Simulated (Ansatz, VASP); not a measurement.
# SiF in VASP and in Ansatz

```
Si F
1.0
     3.18662    0.00000    0.00000
     0.00000    3.18662    0.00000
     0.00000    0.00000    3.18662
Si F
1 1
Direct
  0.50000 0.50000 0.50000
  0.00000 0.00000 0.00000
```

Alike in both runs: task relaxation of cell and atoms; functional PBE; k mesh 6 × 6 × 6; occupations gaussian, width 0.1 eV; no spin polarisation.

```csv
,VASP,Ansatz
version,VASP 6.6.1,Ansatz 0.2.0
potentials or method,"VASP PAW PBE potentials, release 64 (Si, F)","scalar-relativistic, plane waves, PAW"
plane-wave cutoff (eV),600,420
valence electrons in the cell,11,11
```

```csv
,VASP,Ansatz,Ansatz less VASP
"gap on the k mesh at the Fermi level, each at its own relaxed structure (eV)",none,none,-
relaxed volume (Å³/atom),13.89,13.93,+0.039
relaxed cell length with the largest relative difference (Å),3.029,3.031,+0.0029
energy change over the relaxation (meV/atom),-66,-62,+4.0
```

A gap of «none» marks a metal or a gap that the smearing closes.

Caveats: an odd number of electrons without spin polarisation forces a metal; a magnetic or distorted state may lie lower.
